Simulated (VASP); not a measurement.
Input for VASP

### POSCAR
```
PtTe2
1
    1.9288066513    -3.3407858033     0.0000000000
    1.9288066513     3.3407858033    -0.0000000000
    0.0000000000    -0.0000000000     4.4708665668
Te Pt
2 1
Direct
  0.3333330000   0.6666670000   0.2868527956
  0.6666670000   0.3333330000   0.7131472044
  0.0000000000   0.0000000000   0.0000000000
```

INCAR:
```
# general
SYSTEM  = PtTe2
PREC    = Accurate
ENCUT   = 500   # plane-wave cut-off (eV)
LREAL   = .FALSE.
LASPH   = .TRUE.   # aspherical one-centre terms

# electronic loop
EDIFF   = 1E-6   # SCF stop (eV)
NELM    = 100   # most electronic steps
ALGO    = Normal   # blocked Davidson
LMAXMIX = 6   # l cut-off of mixed one-centre charges

# smearing
ISMEAR  = 1   # Methfessel-Paxton
SIGMA   = 0.1   # width (eV)

# ions
IBRION  = 2   # conjugate gradients
NSW     = 40
ISIF    = 3   # ions, shape and volume
EDIFFG  = -0.02   # ionic stop
PSTRESS = 300

# output
LWAVE   = .FALSE.
LCHARG  = .FALSE.
```

KPOINTS:
```
Automatic mesh
0
Gamma
9 9 7
0 0 0
```

POTCAR, in this order: Te Pt (LDA.64 set). Program: vasp_std.

**Question.** Translate this LDA calculation to Quantum ESPRESSO's pw.x.

**Answer.** One equivalent input (not run):
```
&CONTROL
  calculation = 'vc-relax'
  pseudo_dir = './pseudo'
  outdir = './out'
  tprnfor = .true.
  tstress = .true.
  nstep = 40
  forc_conv_thr = 0.00078
/
&SYSTEM
  ibrav = 0
  nat = 3
  ntyp = 2
  ecutwfc = 84
  occupations = 'smearing'
  smearing = 'methfessel-paxton'
  degauss = 0.00735
  input_dft = 'pz'
/
&ELECTRONS
  conv_thr = 7.3e-08
  electron_maxstep = 100
/
&IONS
/
&CELL
  press = 300
/
ATOMIC_SPECIES
  Te 127.600 Te.upf
  Pt 195.084 Pt.upf
CELL_PARAMETERS angstrom
     1.9288067   -3.3407858    0.0000000
     1.9288067    3.3407858   -0.0000000
     0.0000000   -0.0000000    4.4708666
ATOMIC_POSITIONS crystal
  Te   0.3333330  0.6666670  0.2868528
  Te   0.6666670  0.3333330  0.7131472
  Pt   0.0000000  0.0000000  0.0000000
K_POINTS automatic
  9 9 7 0 0 0
```
The two are equivalent in intent, not identical: the potentials are each code's own (VASP's PAW set, PseudoDojo norm-conserving files in pw.x), so ENCUT and ecutwfc are chosen apart and not converted; conv_thr bounds pw.x's estimated SCF error, while EDIFF bounds the energy change between steps; forc_conv_thr acts on force components and is met together with etot_conv_thr.

The compound is PtTe2 in the 1T layered structure. It was relaxed first under an external pressure of 30 GPa.
